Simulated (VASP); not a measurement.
Calculation: revPBE GGA, VASP's PBE PAW potentials (set 64) (plane waves; VASP).

VASP input:

File KPOINTS:
```
K-points
0
Gamma
 12 12 12
0 0 0
```

### INCAR
```
LMAXMIX = 4   # l cut-off of mixed one-centre charges
ISMEAR = 1   # Methfessel-Paxton
LCHARG = F
EDIFF = 1E-7   # SCF stop (eV)
SYSTEM = CuZn
ENCUT = 520   # plane-wave cut-off (eV)
PREC = Accurate
LASPH = T
ISIF = 2   # forces and stress, cell fixed
GGA = RE   # revPBE
ALGO = Normal
SIGMA = 0.1
LWAVE = F
NELM = 100
LREAL = F
```

### POSCAR
```
CuZn
1.0
  2.9645725158   0.0000000000   0.0000000000
  0.0000000000   2.9645725158   0.0000000000
  0.0000000000   0.0000000000   2.9645725158
Zn Cu
1 1
Cartesian
  1.4822862579   1.4822862579   1.4822862579
  0.0000000000   0.0000000000   0.0000000000
```

POTCAR, in this order: Zn Cu (PBE.64 set). Program: vasp_std.

The run wrote:

File OSZICAR:
```
       N       E                     dE             d eps       ncg     rms          rms(c)
DAV:   1     0.112365491799E+03    0.11237E+03   -0.11655E+04  2616   0.253E+03
DAV:   2    -0.231823775899E+01   -0.11468E+03   -0.11170E+03  2520   0.328E+02
DAV:   3    -0.526500395566E+01   -0.29468E+01   -0.29373E+01  3066   0.715E+01
DAV:   4    -0.528725791862E+01   -0.22254E-01   -0.22251E-01  2961   0.551E+00
DAV:   5    -0.528754536726E+01   -0.28745E-03   -0.28744E-03  3386   0.657E-01    0.913E+00
DAV:   6    -0.518124952881E+01    0.10630E+00   -0.15747E+01  2759   0.104E+02    0.583E+00
DAV:   7    -0.432297493742E+01    0.85827E+00   -0.35836E+00  2716   0.963E+01    0.223E+00
DAV:   8    -0.432735496491E+01   -0.43800E-02   -0.17201E-01  3453   0.591E+00    0.126E+00
DAV:   9    -0.431879566047E+01    0.85593E-02   -0.22501E-02  3084   0.396E+00    0.449E-02
DAV:  10    -0.431884384869E+01   -0.48188E-04   -0.60374E-04  3692   0.419E-01    0.265E-02
DAV:  11    -0.431884673690E+01   -0.28882E-05   -0.15676E-05  3631   0.938E-02    0.123E-02
DAV:  12    -0.431884490754E+01    0.18294E-05   -0.11470E-06  3966   0.293E-02    0.272E-03
DAV:  13    -0.431884493183E+01   -0.24286E-07   -0.12040E-07  1886   0.108E-02
   1 F= -.43188449E+01 E0= -.43188810E+01  d E =0.108160E-03
```

### OUTCAR
```
------------------------ aborting loop because EDIFF is reached ----------------------------------------
  FORCE on cell =-STRESS in cart. coord.  units (eV):
  Direction    XX          YY          ZZ          XY          YZ          ZX
  --------------------------------------------------------------------------------------
  Total        0.5967418      0.5967418      0.5967418      0.0000000      0.0000000     -0.0000000
  in kB       36.6953302     36.6953302     36.6953302      0.0000000      0.0000000     -0.0000000
  external PRESSURE =      36.6953302 kB  Pullay stress =       0.0000000 kB
  volume of cell :       26.05
      direct lattice vectors                 reciprocal lattice vectors
     2.964572516  0.000000000  0.000000000     0.337316761  0.000000000  0.000000000
     0.000000000  2.964572516  0.000000000     0.000000000  0.337316761  0.000000000
     0.000000000  0.000000000  2.964572516     0.000000000  0.000000000  0.337316761
 POSITION                                       TOTAL-FORCE (eV/Angst)
 -----------------------------------------------------------------------------------
      1.48229      1.48229      1.48229         0.000000      0.000000      0.000000
      0.00000      0.00000      0.00000         0.000000      0.000000      0.000000
 -----------------------------------------------------------------------------------
    total drift:                                0.000000      0.000000     -0.000000
  FREE ENERGIE OF THE ION-ELECTRON SYSTEM (eV)
  ---------------------------------------------------
  free  energy   TOTEN  =        -4.3188449318 eV

  energy  without entropy=       -4.3189530915  energy(sigma->0) =       -4.31888099
```
(Selected blocks of OUTCAR.)

**OUTCAR**
```
 val. band max:        5.3668244407   @ k =   0.5000   0.3333   0.3333

 cond. band min:       5.4715006371   @ k =   0.3333   0.3333   0.0000


 Fermi energy:         5.3741302248

 k-point     1 :       0.0000    0.0000    0.0000
  band No.  band energies     occupation
      1      -4.7146      2.00000
      2      -2.3136      2.00000
      3      -2.3136      2.00000
      4      -1.6481      2.00000
      5      -1.6481      2.00000
      6      -1.6481      2.00000
      7       1.9440      2.00000
      8       1.9440      2.00000
      9       2.7690      2.00000
     10       2.7690      2.00000
     11       2.7690      2.00000
     12      11.6444      0.00000
     13      11.6444      0.00000
     14      11.6444      0.00000
     15      16.5515      0.00000

 k-point     2 :       0.0833    0.0000    0.0000
  band No.  band energies     occupation
      1      -4.5906      2.00000
      2      -2.3000      2.00000
      3      -2.2876      2.00000
      4      -1.6589      2.00000
      5      -1.6589      2.00000
      6      -1.6430      2.00000
      7       1.9376      2.00000
      8       1.9554      2.00000
      9       2.7288      2.00000
     10       2.7288      2.00000
     11       2.7645      2.00000
     12      10.4973      0.00000
     13      11.8316      0.00000
     14      11.8316      0.00000
     15      16.6186      0.00000

 k-point     3 :       0.1667    0.0000    0.0000
  band No.  band energies     occupation
      1      -4.2247      2.00000
      2      -2.2624      2.00000
      3      -2.2118      2.00000
      4      -1.6882      2.00000
      5      -1.6882      2.00000
      6      -1.6289      2.00000
      7       1.9197      2.00000
      8       1.9765      2.00000
      9       2.6233      2.00000
     10       2.6233      2.00000
     11       2.7524      2.00000
     12       8.4419      0.00000
     13      12.3768      0.00000
     14      12.3768      0.00000
     15      16.8221      0.00000
...
```

The compound is CuZn in the CsCl type structure. This cell is one point of a volume scan, at 0.97 of the reference volume. The electron count is odd and the run is not spin-polarised, which forces a metal.
